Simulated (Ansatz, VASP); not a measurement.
# Hf (Hafnium) in two plane-wave programs

Wanted: the spread between two codes on one cell, functional and k mesh. The cell is taken from a series of VASP runs on this material, whose earlier steps may have relaxed, scaled or displaced it; both programs get it as it stands.

Calculated with Ansatz 0.2.0; plane waves, with VASP 6.6.1 beside it; zone-centre phonons at PBE and zone-centre phonons at PBEsol with D3(BJ).

### Step 1. The structure

Symmetry: P6_3/mmc, No. 194, hexagonal system. The conventional cell has a = 3.200 Å, b = 3.200 Å, c = 5.061 Å, α = 90.00°, β = 90.00°, γ = 120.00°. Nearest to Hf lie 12 Hf at 3.13 to 3.20 Å.

Coordinates:

```xyz
2
Lattice="3.2004 0.0000 0.0000 -1.6002 2.7716 0.0000 0.0000 0.0000 5.0611" Properties=species:S:1:pos:R:3 pbc="T T T"
Hf    1.6002    0.9239    3.7958
Hf    0.0000    1.8477    1.2653
```

### Step 2. VASP: zone-centre phonons, PBE

Second derivatives magnify differences that forces hide, and they need a tight electronic threshold.

Lines of VASP's logs that name or quote its potential files are left out, and so is its time.

File INCAR:

```
SYSTEM = Hf
PREC = Accurate
ENCUT = 450
EDIFF = 1E-08
NELM = 100
ISMEAR = 1
SIGMA = 0.15
LREAL = .FALSE.
ALGO = Normal
GGA = PE
NBANDS = 16
LORBIT = 11
LWAVE = .FALSE.
LCHARG = .FALSE.
KPAR = 2
IBRION = 8
ISIF = 2
```

File POSCAR:

```
Hf
1.0
    3.2003659175      0.0000000000      0.0000000000
   -1.6001829587      2.7715981860      0.0000000000
    0.0000000000      0.0000000000      5.0611080479
Hf
2
Direct
    0.6666666667      0.3333333333      0.7500000000
    0.3333333333      0.6666666667      0.2500000000
```

File KPOINTS:

```
Automatic mesh
0
Gamma
12 12 8
0 0 0
```

PAW data sets: Hf_pv (PBE family, release 64).

Command:

```console
$ mpirun -np 2 vasp_std
```

Numbers of over 12 decimals in the logs are rounded to 6 here.

Log:

```text
[banner, memory and clock lines left out]
running    2 mpi-ranks, on    1 nodes
 distrk:  each k-point on    1 cores,    2 groups
 distr:  one band on    1 cores,    1 groups

 POSCAR found type information on POSCAR Hf
 POSCAR found :  1 types and       2 ions
 LDA part: xc-table for (Slater+PW92), standard interpolation
 POSCAR, INCAR and KPOINTS ok, starting setup
 FFT: planning ... GRIDC
 FFT: planning ... GRID_SOFT
 FFT: planning ... GRID
 WAVECAR not read
 entering main loop
       N       E                     dE             d eps       ncg     rms          rms(c)
DAV:   1     0.447358634818E+02    0.44736E+02   -0.10727E+04  3048   0.106E+03
DAV:   2    -0.190246907689E+02   -0.63761E+02   -0.62401E+02  4040   0.238E+02
DAV:   3    -0.205582222583E+02   -0.15335E+01   -0.15093E+01  4064   0.259E+01
DAV:   4    -0.205698808789E+02   -0.11659E-01   -0.11658E-01  3752   0.281E+00
DAV:   5    -0.205700336991E+02   -0.15282E-03   -0.15281E-03  4064   0.266E-01    0.652E+01
DAV:   6    -0.200418671233E+02    0.52817E+00   -0.50203E-01  3624   0.482E+00    0.386E+01
DAV:   7    -0.198588125608E+02    0.18305E+00   -0.84833E-01  3736   0.600E+00    0.185E+00
DAV:   8    -0.198483996713E+02    0.10413E-01   -0.54501E-02  3488   0.160E+00    0.344E-01
DAV:   9    -0.198485094841E+02   -0.10981E-03   -0.11423E-03  4208   0.251E-01    0.195E-01
DAV:  10    -0.198484964571E+02    0.13027E-04   -0.66838E-05  3560   0.575E-02    0.266E-01
DAV:  11    -0.198484991442E+02   -0.26871E-05   -0.84542E-06  3968   0.217E-02    0.924E-03
DAV:  12    -0.198484992235E+02   -0.79315E-07   -0.53552E-07  3984   0.495E-03    0.638E-03
DAV:  13    -0.198484991139E+02    0.10959E-06   -0.16686E-08  2984   0.107E-03    0.194E-03
DAV:  14    -0.198484990622E+02    0.51746E-07   -0.19773E-09  2288   0.409E-04    0.224E-04
DAV:  15    -0.198484990627E+02   -0.54433E-09   -0.30761E-10  2184   0.145E-04
   1 F= -.19848499E+02 E0= -.19848460E+02  d E =-.117817E-03
 Linear response reoptimize wavefunctions to high precision
DAV:   1    -0.198484990596E+02    0.30782E-08   -0.71154E-11  2320   0.724E-05
DAV:   2    -0.198484990596E+02    0.28876E-10   -0.14715E-11  1952   0.318E-05
 Linear response DOF=           2
 Linear response progress:
  Degree of freedom:   1/  2
       N       E                     dE             d eps       ncg     rms          rms(c)
RMM:   1    -0.203488726689E+00   -0.20349E+00    0.45527E+00 12165   0.120E+01
RMM:   2    -0.209658113898E+00   -0.61694E-02   -0.38205E-02 18160   0.123E+00    0.567E-01
RMM:   3    -0.208796075601E+00    0.86204E-03   -0.45594E-03 22587   0.270E-01    0.123E-01
RMM:   4    -0.208411037120E+00    0.38504E-03   -0.51889E-04 26982   0.934E-02    0.184E-01
RMM:   5    -0.207931573592E+00    0.47946E-03   -0.47110E-05 24539   0.449E-02    0.188E-02
RMM:   6    -0.207841960105E+00    0.89613E-04   -0.21089E-05 28006   0.156E-02    0.317E-02
RMM:   7    -0.207842254115E+00   -0.29401E-06   -0.30026E-05 25178   0.543E-03    0.190E-02
RMM:   8    -0.207835943569E+00    0.63105E-05   -0.54181E-06 26822   0.185E-03    0.130E-02
RMM:   9    -0.207834720138E+00    0.12234E-05   -0.51819E-06 26315   0.102E-03    0.264E-03
RMM:  10    -0.207835049283E+00   -0.32915E-06   -0.38184E-06 27389   0.392E-04    0.762E-04
RMM:  11    -0.207835508773E+00   -0.45949E-06   -0.21709E-06 26755   0.186E-04    0.641E-04
RMM:  12    -0.207835578609E+00   -0.69835E-07   -0.11726E-06 26561   0.105E-04    0.273E-05
RMM:  13    -0.207835623966E+00   -0.45357E-07   -0.58213E-07 26799   0.751E-05    0.947E-05
RMM:  14    -0.207835641131E+00   -0.17165E-07   -0.28215E-07 25551   0.604E-05    0.115E-05
RMM:  15    -0.207835652223E+00   -0.11092E-07   -0.15432E-07 23220   0.539E-05    0.204E-05
RMM:  16    -0.207835664144E+00   -0.11921E-07   -0.78460E-08 22396   0.509E-05    0.196E-05
RMM:  17    -0.207835665549E+00   -0.14054E-08   -0.41338E-08 16807   0.484E-05    0.658E-06
 first order change of Fermi-energy  -0.90640E-08
 force on displaced ion       1 direction 1 :  -2.039   0.000   0.000
 Linear response progress:
  Degree of freedom:   2/  2
       N       E                     dE             d eps       ncg     rms          rms(c)
RMM:   1    -0.243707289652E+00   -0.24371E+00    0.48181E+00  4378   0.124E+01
RMM:   2    -0.254284580932E+00   -0.10577E-01   -0.42651E-02  6534   0.127E+00    0.702E-01
RMM:   3    -0.253805495516E+00    0.47909E-03   -0.55124E-03  7691   0.283E-01    0.190E-01
RMM:   4    -0.253415894154E+00    0.38960E-03   -0.82615E-04  9082   0.101E-01    0.200E-01
RMM:   5    -0.253104622301E+00    0.31127E-03   -0.38065E-04  8773   0.448E-02    0.466E-02
RMM:   6    -0.252949894463E+00    0.15473E-03   -0.11627E-04  7829   0.224E-02    0.494E-02
RMM:   7    -0.252953749048E+00   -0.38546E-05    0.43723E-05  8745   0.654E-03    0.215E-02
RMM:   8    -0.252966326274E+00   -0.12577E-04   -0.16490E-05  9087   0.301E-03    0.590E-03
RMM:   9    -0.252951048615E+00    0.15278E-04   -0.17048E-05  8431   0.210E-03    0.251E-03
RMM:  10    -0.252950560300E+00    0.48831E-06   -0.16347E-05  9212   0.600E-04    0.727E-04
RMM:  11    -0.252949949835E+00    0.61047E-06   -0.92866E-06  9259   0.286E-04    0.129E-04
RMM:  12    -0.252949924386E+00    0.25449E-07   -0.87146E-06  9251   0.130E-04    0.703E-05
RMM:  13    -0.252949755603E+00    0.16878E-06   -0.67203E-06  9257   0.862E-05    0.183E-05
RMM:  14    -0.252949848150E+00   -0.92547E-07   -0.71381E-06  9365   0.687E-05    0.121E-05
RMM:  15    -0.252949755453E+00    0.92697E-07   -0.60379E-06  8658   0.615E-05    0.210E-06
RMM:  16    -0.252949766905E+00   -0.11452E-07   -0.60234E-06  7305   0.581E-05    0.129E-06
RMM:  17    -0.252949757299E+00    0.96064E-08   -0.58949E-06  6165   0.566E-05    0.131E-06
RMM:  18    -0.252949794508E+00   -0.37209E-07   -0.62113E-06  5605   0.560E-05    0.103E-06
RMM:  19    -0.252949721480E+00    0.73028E-07   -0.54344E-06  5598   0.558E-05    0.109E-06
RMM:  20    -0.252949765628E+00   -0.44148E-07   -0.58867E-06  4835   0.554E-05    0.794E-07
RMM:  21    -0.252949763560E+00    0.20682E-08   -0.58852E-06  4548   0.554E-05    0.989E-07
RMM:  22    -0.252949732228E+00    0.31332E-07   -0.54866E-06  4262   0.553E-05    0.923E-07
RMM:  23    -0.252949743182E+00   -0.10954E-07   -0.56740E-06  4090   0.553E-05    0.992E-07
RMM:  24    -0.252949753594E+00   -0.10412E-07   -0.57354E-06  3922   0.553E-05    0.892E-07
 first order change of Fermi-energy  -0.13873E-03
 force on displaced ion       1 direction 3 :  -0.000  -0.000  -2.509
 Linear response finished
```

Parts of OUTCAR (step 2):

```text
ion  position               nearest neighbor table
   1  0.667  0.333  0.750-   2 3.13   2 3.13   2 3.13   2 3.13   2 3.13   2 3.13
   2  0.333  0.667  0.250-   1 3.13   1 3.13   1 3.13   1 3.13   1 3.13   1 3.13

  LATTYP: Found a hexagonal cell.
 ALAT       =     3.2003659175
 C/A-ratio  =     1.5814154313

 Subroutine GETGRP returns: Found 24 space group operations
 (whereof 12 operations were pure point group operations)

The static configuration has the point symmetry D_3d.
 The point group associated with its full space group is D_6h.

 Found     95 irreducible k-points:

   k-points           NKPTS =     95   k-points in BZ     NKDIM =     95   number of bands    NBANDS=     16

   dimension x,y,z NGX =    24 NGY =   24 NGZ =   36
   dimension x,y,z NGXF=    48 NGYF=   48 NGZF=   72

   ENCUT  =  450.0 eV  33.07 Ry    5.75 a.u.   5.54  5.54  8.75*2*pi/ulx,y,z

   NELECT =      20.0000    total number of electrons

 k-points in reciprocal lattice and weights: Automatic mesh
   0.00000000  0.00000000  0.00000000       0.001
   0.08333333  0.00000000  0.00000000       0.005
   0.16666667  0.00000000  0.00000000       0.005
   0.25000000  0.00000000  0.00000000       0.005
   0.33333333  0.00000000  0.00000000       0.005
   0.41666667  0.00000000  0.00000000       0.005
   0.50000000  0.00000000  0.00000000       0.003
   0.08333333  0.08333333  0.00000000       0.005
   0.16666667  0.08333333  0.00000000       0.010
[...]
0.33333333  0.25000000  0.50000000       0.010
   0.33333333  0.33333333  0.50000000       0.002

 average (electrostatic) potential at core
       1 -37.4247       2 -37.4247

  Total       -0.0022139     -0.0022139     -0.0023920     -0.0000000     -0.0000000      0.0000000
  in kB       -0.0790123     -0.0790123     -0.0853668     -0.0000000     -0.0000000      0.0000000
  external PRESSURE =      -0.0811305 kB  Pullay stress =       0.0000000 kB

  energy-cutoff  :      450.00
  volume of cell :       44.89
      direct lattice vectors                 reciprocal lattice vectors
     3.200365918  0.000000000  0.000000000     0.312464270  0.180401330  0.000000000
    -1.600182959  2.771598186  0.000000000     0.000000000  0.360802661  0.000000000
     0.000000000  0.000000000  5.061108048     0.000000000  0.000000000  0.197585191

 POSITION                                       TOTAL-FORCE (eV/Angst)
 -----------------------------------------------------------------------------------
      1.60018      0.92387      3.79583         0.000000      0.000000      0.000000
     -0.00000      1.84773      1.26528        -0.000000     -0.000000      0.000000
 -----------------------------------------------------------------------------------
    total drift:                               -0.000000      0.000000     -0.000000

 Eigenvectors and eigenvalues of the dynamical matrix
 ----------------------------------------------------

   1 f  =    2.621453 THz    16.471076 2PiTHz   87.442263 cm-1    10.841454 meV
             X         Y         Z           dx          dy          dz
      1.600183  0.923866  3.795831     0.000000    0.000000    0.707107
     -0.000000  1.847732  1.265277     0.000000   -0.000000   -0.707107

   2 f  =    2.362941 THz    14.846794 2PiTHz   78.819216 cm-1     9.772333 meV
             X         Y         Z           dx          dy          dz
      1.600183  0.923866  3.795831    -0.309805   -0.635626    0.000000
     -0.000000  1.847732  1.265277     0.309805    0.635626   -0.000000

   3 f  =    2.362941 THz    14.846794 2PiTHz   78.819216 cm-1     9.772333 meV
             X         Y         Z           dx          dy          dz
      1.600183  0.923866  3.795831    -0.635626    0.309805   -0.000000
     -0.000000  1.847732  1.265277     0.635626   -0.309805    0.000000

   4 f  =    0.000000 THz     0.000000 2PiTHz    0.000000 cm-1     0.000000 meV
             X         Y         Z           dx          dy          dz
      1.600183  0.923866  3.795831    -0.312358   -0.558282    0.301253
     -0.000000  1.847732  1.265277    -0.312358   -0.558282    0.301253

   5 f/i=    0.000000 THz     0.000000 2PiTHz    0.000000 cm-1     0.000000 meV
             X         Y         Z           dx          dy          dz
      1.600183  0.923866  3.795831     0.633651   -0.258529    0.177903
     -0.000000  1.847732  1.265277     0.633651   -0.258529    0.177903

   6 f/i=    0.000000 THz     0.000000 2PiTHz    0.000001 cm-1     0.000000 meV
             X         Y         Z           dx          dy          dz
      1.600183  0.923866  3.795831    -0.030317    0.348545    0.614490
     -0.000000  1.847732  1.265277    -0.030317    0.348545    0.614490

 ELASTIC MODULI CONTR FROM IONIC RELAXATION (kBar)
 Direction    XX          YY          ZZ          XY          YZ          ZX
 --------------------------------------------------------------------------------
 XX        -159.1357    159.1357     -0.0000     -0.0000      0.0000      0.0000
 YY         159.1357   -159.1357      0.0000     -0.0000      0.0000     -0.0000
 ZZ          -0.0000      0.0000     -0.0000      0.0000      0.0000      0.0000
 XY          -0.0000     -0.0000      0.0000   -159.1357      0.0000      0.0000
 YZ           0.0000      0.0000      0.0000      0.0000      0.0000      0.0000
 ZX           0.0000     -0.0000      0.0000      0.0000      0.0000     -0.0000
 --------------------------------------------------------------------------------
```

Energies printed during the response cycles are not total energies of the cell. Harder data sets than Hf_pv exist (the GW ones), and pressures, volumes and forces can shift noticeably with them.

### Step 3. Ansatz: zone-centre phonons, PBE

Ansatz runs on its default PAW (the set named soft_2) files.

The same cell, functional, mesh and smearing now go to Ansatz, which takes its cutoff from its data sets.

File input.yaml:

```yaml
crystal:
  lattice:
    - [3.2003659175, 0.0, 0.0]
    - [-1.6001829587, 2.771598186, 0.0]
    - [0.0, 0.0, 5.0611080479]
  atoms:
    - { symbol: Hf, position: [0.6666666667, 0.3333333333, 0.75] }
    - { symbol: Hf, position: [0.3333333333, 0.6666666667, 0.25] }
hamiltonian:
  xc: pbe
  pseudopotentials: { kind: paw }
kpoints:
  mp_grid: { grid: [12, 12, 8] }
scf:
  occupations: { method: methfessel_paxton, width: 0.15 }
phonons:
  method: dfpt
  qpoints: [[0, 0, 0]]
```

Command:

```console
$ ansatz run input.yaml --threads 4 --pin off --max-ram 9216MiB --backend cpu --events-out ev --progress --plain --runs-dir out
```

Log:

```text
zone centre: on kpoints.mp_grid the ground state, and the responses unless they are solved on pairs of k-points, stand on 215 of the mesh's 1152 k-points, reduced under 4 symmetry operations, with k and −k counted as one. Each operation leaves every solved displacement unchanged or reverses it
Engine: ansatz 0.2.0, aarch64-unknown-linux-gnu
Pseudopotentials: kind: paw
Pseudopotential: Hf, paw, valence charge 26, recommended cutoff 420 eV (normal), Hf.paw.azcp
Functional definition: PBE
  parameter kappa = 0.804
  parameter beta = 0.066725
  exchange = pbe_x(kappa = kappa, mu = beta*pi^2/3)
  correlation = pbe_c(beta = beta)
Crystal: 2 atoms, lattice volume = 44.893 Å³
Basis set: ecut = 420 eV, 881 PW (Γ), exchange–correlation on 48×48×72 points (8 copies of the dense FFT grid, shifted against one another)
Bands: 32, of which v1, the nominal top of the filled ones, is band 26 counted from 1 (25 counted from 0)
Symmetry: 24 space group operations
k-points: 215 of 1152 (irreducible under 4 space group operations, time reversal used)
Non-local potential: Hf, projectors of the file, l = 0: 3, l = 1: 2, l = 2: 2, l = 3: 3
PAW form: soft (Blöchl's): semilocal exchange-correlation on the pseudo side does not see the compensation charge
PAW one-centre angular grid: Hf, 590 points (default); XC on 64 Gauss nodes
Initial density: superposition of atomic densities (neutral atoms: chi_scale 0, normalization atom), corrected by the library's trained network
Initial wavefunctions: pseudopotential atomic-orbital guess
Functional: x = pbe(κ = 0.804, μ = 0.219515), c = pbe(β = 0.066725)
SCF iter   1: F=—  HF=-31442.722510 eV  |F-HF|=—  |Δ(HF+E_count)|=         —  Δρ=3.13e-3  dr2=2.32e-3  ethr=1.77e-3  ⟨swp⟩=4.2  Hψ=22355  notcnv=0
preconditioner: auto → Kerker (q_TF=auto, 2.796 Å⁻¹)  [metal: Δε(μ)=0.016 eV  Ē_g=17.562 eV  σ=0.150 eV  W_gap=0.09  n_scr=22 (ndim 8)  ℏωp=38.4 eV  f_vac=0.000  D(μ)=1.69/eV (n_scr^D=22)]
SCF iter   2: F=—  HF=-31442.722805 eV  |F-HF|=—  |Δ(HF+E_count)|=   2.94e-4  S|Δr|=    0.00e0  Δρ=1.98e-3  dr2=1.03e-3  ethr=4.45e-6  ⟨swp⟩=2.1  Hψ=10642  notcnv=0
SCF iter   3: F=—  HF=-31442.722994 eV  |F-HF|=—  |Δ(HF+E_count)|=   1.90e-4  S|Δr|=    0.00e0  Δρ=3.10e-4  dr2=3.83e-5  ethr=1.97e-6  ⟨swp⟩=2.9  Hψ=11894  notcnv=0
SCF iter   4: F=—  HF=-31442.722971 eV  |F-HF|=—  |Δ(HF+E_count)|=   2.34e-5  S|Δr|=    0.00e0  Δρ=1.69e-4  dr2=7.03e-6  ethr=7.36e-8  ⟨swp⟩=2.0  Hψ=12325  notcnv=0
SCF iter   5: F=—  HF=-31442.722975 eV  |F-HF|=—  |Δ(HF+E_count)|=   4.14e-6  S|Δr|=    0.00e0  Δρ=5.55e-5  dr2=7.35e-7  ethr=1.35e-8  ⟨swp⟩=2.0  Hψ=10598  notcnv=0
SCF iter   6: F=—  HF=-31442.722974 eV  |F-HF|=—  |Δ(HF+E_count)|=   7.59e-7  S|Δr|=    0.00e0  Δρ=1.37e-5  dr2=4.81e-8  ethr=1.41e-9  ⟨swp⟩=2.0  Hψ=12332  notcnv=0
SCF iter   7: F=—  HF=-31442.722974 eV  |F-HF|=—  |Δ(HF+E_count)|=   2.37e-8  S|Δr|=    0.00e0  Δρ=2.97e-6  dr2=4.01e-9  ethr=9.24e-11  ⟨swp⟩=2.0  Hψ=12329  notcnv=0
SCF iter   8: F=—  HF=-31442.722974 eV  |F-HF|=—  |Δ(HF+E_count)|=  9.53e-10  S|Δr|=    0.00e0  Δρ=6.92e-7  dr2=2.12e-10  ethr=7.71e-12  ⟨swp⟩=2.0  Hψ=12354  notcnv=0
SCF iter   9: F=—  HF=-31442.722974 eV  |F-HF|=—  |Δ(HF+E_count)|=  5.82e-11  S|Δr|=    0.00e0  Δρ=1.82e-7  dr2=1.00e-11  ethr=1.00e-12  ⟨swp⟩=2.9  Hψ=12686  notcnv=0
SCF iter  10: F=-31442.722974 eV  HF=-31442.722974 eV  |F-HF|=1.46e-11  |Δ(HF+E_count)|=  7.28e-12  S|Δr|=    0.00e0  Δρ=3.18e-8  dr2=4.22e-13  ethr=1.00e-12  ⟨swp⟩=7.5  Hψ=33995  notcnv=0
SCF 1 converged in 10 iterations: F = -31442.722974 eV  dr2 = 4.22e-13
  greatest PAW one-centre occupation: 0.998 electrons in one spin orbital (limit 2), on the Hf atom at site 1 (counted from 0), in its partial waves of l = 0
DFPT response loops at Γ: preconditioner auto → Kerker (q_TF=auto, 2.796 Å⁻¹) (partly filled bands, converged f_vac=0.000); β = 1.00, the filter's whole step (`scf.mixing.beta` (0.50) is not read by the response loops under this deck's `scf.mixing.preconditioner`; to damp them name `kerker` or `kerker_dos`, under which they read `scf.mixing.beta`, and type it under 1.00, their step now; both keys bind the ground state too); Broyden in place of MSR1
SCF converged after 10 iterations
Stability not checked: this state was not tested for a lower state beside it, because cold or Methfessel-Paxton smearing, or corrected tetrahedra, fill the levels in a way that the test cannot read (fill_not_monotonic; see scf.lower_state_search)
Free energy (F): -31442.722974 eV
Harris-Foulkes:  -31442.722974 eV  (|F-HF|=1.46e-11)
Internal energy: -31442.722844 eV  (E = F + TS)
E sigma→0 (E₀):  -31442.722942 eV
Entropy (-TS):   -0.000130 eV (-0.065 meV/atom)
Fermi energy:    19.861243 eV
Step filling:    the computed levels leave a gap of 0.0000 eV = 0.0 smearing widths at the electron count; against every level under it full and every level over it empty, smearing changes F+E_penalty+E_count by -0.997 meV and its σ→0 estimate by -0.964 meV
--- Per-component energies (eV) ---
  E_band       = 68.247283
  E_kinetic    = 848.202160
  E_local      = -10160.289303  (includes V_loc(G=0)·N_el)
  E_nonlocal   = -2488.705362
  E_hartree    = 4778.810012
  E_xc         = -600.246566
  E_vxc        = -532.407970  (∫ρ·V_xc dr)
  E_paw        = -13855.607807  (= ΣΔE_a)
  E_vpaw       = 2843.827745  (= ΣTr[D̂ρ^β])
  E_aug_tail   = -0.000002  (compensation charges beyond the density's cutoff)
  E_ewald      = -9964.885975
  E_smearing   = -0.000130  (= −TS)
  E_closure    = -0.000000  (closes the sum)
  Σ components = -31442.722974   (vs F -31442.722974, Δ=0.00e0)
--- Band table (eV; the first three rows and the last of 215) ---
  k-point 0: bands = [... 22 lower, 12.4665, 16.1304, 20.4604, 21.0022, 21.0022, 21.2882, 21.8220, 21.8220, ... 2 higher]
  k-point 1: bands = [... 22 lower, 12.6099, 16.0539, 20.2610, 20.9197, 20.9197, 21.1622, 21.7028, 21.7028, ... 2 higher]
  k-point 2: bands = [... 22 lower, 13.0248, 15.7671, 19.9107, 20.8014, 20.8014, 20.8245, 21.4235, 21.4235, ... 2 higher]
  k-point 214: bands = [... 22 lower, 17.1579, 17.1579, 19.0369, 19.0369, 19.7093, 19.7093, 22.0343, 22.0343, ... 2 higher]
--- Phonons (Γ-DFPT): 2 representative perturbations + reference, on 215 of 1152 k-points (Σ response iterations 6) ---
  k mesh reduced under 4 symmetry operations, with k and −k counted as one. Each operation leaves every solved displacement unchanged or reverses it
  ASR residual: 1.273e-5 → 0.000e0 eV/Å²; symmetrization residual: 1.301e-9 eV/Å²
  ASR residual per site (eV/Å²): 1.27e-5 1.27e-5
  Γ frequencies (cm⁻¹): 0.00 0.00 0.00 78.44 78.44 89.97
  non-analytic LO–TO correction: not included (Born effective charges unavailable; polar crystals: no LO–TO splitting at Γ)
--- Phonons (arbitrary-q DFPT): 1 explicit q-point ---
  q = [0, 0, 0] (of the zone-centre solve; hermiticity 9.67e-10, symmetrization 4.90e-10): -0.00 -0.00 -0.00 78.44 78.44 89.97
  sum rule: each row above includes the acoustic sum rule's correction from the zone centre's row sums; it moved no ω² by more than (0.14 cm⁻¹)²
```

Elapsed: 19 s, on 4 threads of Arm Neoverse V2, shared host; peak memory 1.2 GiB; 70 s of CPU time.

Reading the cycles: dr2 is the Hartree energy of the density residual (eV), the measure of convergence; HF is the Harris–Foulkes estimate of the energy, which meets the free energy F at convergence.

(Continued in part 2 of 2.)

[Lines on the potential files, build, host, timing and source positions are cut from VASP's logs without a mark.]

[Logs are printed without paths, hosts, clocks, repeated set-up lines and the standing remarks that a program may print on its own settings, such as how far it seeks lower states.]

[Hosts, paths, dates, database ids (printed as entryN), source tags and the programs' standing remarks are cut or masked in the printed files.]
